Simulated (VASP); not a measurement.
A convergence study with VASP on CdS (wurtzite): one setting is varied, all else stays as given below, so the limit is that of these other settings.

```xyz
4
Lattice="2.0700 -3.5853 0.0000 2.0700 3.5853 0.0000 0.0000 0.0000 6.7200" Properties=species:S:1:pos:R:3 pbc="T T T"
Cd     2.0700    -1.1951     3.3600
Cd     2.0700     1.1951     0.0000
S      2.0700    -1.1951     5.8934
S      2.0700     1.1951     2.5334
```

All values below come from PBEsol GGA, VASP's PBE PAW potentials (set 64) (plane waves; VASP). The tightest run used: 550 eV cut-off, 7×7×4 Monkhorst-Pack mesh, Gaussian smearing of 0.050 eV, potentials Cd S.

```csv
setting,E (eV/atom),pressure (GPa),irreducible k-points
1×1×1 mesh,-0.5637,19.03,1
2×2×1 mesh,-3.5257,-1.10,2
3×3×2 mesh,-3.3691,0.28,3
```

### Question
These are the cheaper rows. Estimate the results at 7×7×4 mesh, and how far the last row shown lies from them.

### Answer

```
quantity        tightest run  last row shown is off by
--------------  ------------  ------------------------
E (eV/atom)          -3.4083                    0.0392
pressure (GPa)         -0.16                      0.44
```

Left out are rungs that failed or repeat a setting and relaxations that didn't move; long series are thinned to 24 rows.

The compound is CdS in the wurtzite structure. The cell was not relaxed at this level.
